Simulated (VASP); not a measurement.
All values below come from PBE GGA, VASP's PBE PAW potentials (set 64) (plane waves; VASP).

The input files of a VASP run:

INCAR:
```
SYSTEM=LiF
PREC=Accurate; ENCUT=520; LREAL=.False.
LASPH=.True.
EDIFF=1E-6; NELM=100; ALGO=Normal
ISMEAR=0; SIGMA=0.05
GGA=PE
ISIF=2
LWAVE=.False.; LCHARG=.False.
```

### KPOINTS
```
Automatic mesh
0
gamma
 9 9 9
0 0 0
```

POSCAR:
```
LiF
1.0
  0.0000000000   2.0150000000   2.0150000000
  2.0150000000   0.0000000000   2.0150000000
  2.0150000000   2.0150000000   0.0000000000
Li F
1 1
Cart
  0.0000000000   0.0000000000   0.0000000000
  2.0150000000   2.0150000000   2.0150000000
```

POTCAR, in this order: Li_sv F (PBE.64 set). Program: vasp_std.

Q: Predict the energy per atom (σ→0), pressure, band gap (on the k-mesh).

A: 
```
Item                              Result
------------------------  --------------
energy per atom (σ→0)     -4.819 eV/atom
band gap (on the k-mesh)         9.07 eV
pressure                        1.54 GPa
```

**OSZICAR**
```
...
DAV:   6    -0.962670595063E+01    0.52191E+00   -0.28086E+00   645   0.131E+01    0.140E+00
DAV:   7    -0.963091511065E+01   -0.42092E-02   -0.19290E-02   857   0.156E+00    0.855E-01
DAV:   8    -0.963775031973E+01   -0.68352E-02   -0.16237E-02   877   0.167E+00    0.983E-02
DAV:   9    -0.963784635689E+01   -0.96037E-04   -0.80177E-04   699   0.310E-01    0.412E-02
DAV:  10    -0.963791205940E+01   -0.65703E-04   -0.14359E-04   703   0.114E-01    0.635E-03
DAV:  11    -0.963791464330E+01   -0.25839E-05   -0.22537E-06   896   0.201E-02    0.208E-03
DAV:  12    -0.963791467226E+01   -0.28961E-07   -0.53512E-07   657   0.872E-03
   1 F= -.96379147E+01 E0= -.96379147E+01  d E =-.919234E-24
```

The compound is LiF in the rock salt structure. The cell was not relaxed at this level.
